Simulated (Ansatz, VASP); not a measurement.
# NbSi2B6: VASP beside Ansatz

```
Nb Si B
1.0
     0.00000    3.54504    3.54504
     3.54504    0.00000    3.54504
     3.54504    3.54504    0.00000
Nb Si B
1 2 6
Cartesian
  0.0000 0.0000 0.0000
  1.7725 1.7725 1.7725
  5.3176 5.3176 5.3176
  2.2861 3.5450 3.5450
  3.5450 2.2861 3.5450
  4.8040 3.5450 3.5450
  3.5450 4.8040 3.5450
  3.5450 3.5450 2.2861
  3.5450 3.5450 4.8040
```

Change from the starting cell: species swapped into the Cs2GeF6 type (Fm-3m, No. 225).

Alike in both runs: functional PBE; k mesh 4 × 4 × 4; occupations gaussian, width 0.1 eV; no spin polarisation.

Ansatz relaxed the structure, and its values are those at the end. VASP's run is a single point on that final structure, the one shown.

```csv
,VASP,Ansatz
version,VASP 6.6.1,Ansatz 0.2.0
potentials or method,"VASP PAW PBE potentials, release 64 (Nb_sv, Si, B)","scalar-relativistic, plane waves, PAW"
plane-wave cutoff (eV),520,420
valence electrons in the cell,39,39
```

VASP gave:

| Quantity | Value |
| --- | --- |
| gap on the k mesh at the Fermi level (eV) | none |
| pressure (GPa) | 0.0 |
| rms of the force components (eV/Å) | 0.011 |

Estimate Ansatz's values.

gap on the k mesh at the Fermi level (eV): none; pressure (GPa): 0.1; rms of the force components (eV/Å): 0.000.

A gap of «none» marks a metal or a gap that the smearing closes.

Caveats: the k mesh is coarse (spacing up to 0.38 Å⁻¹), so the values aren't converged.
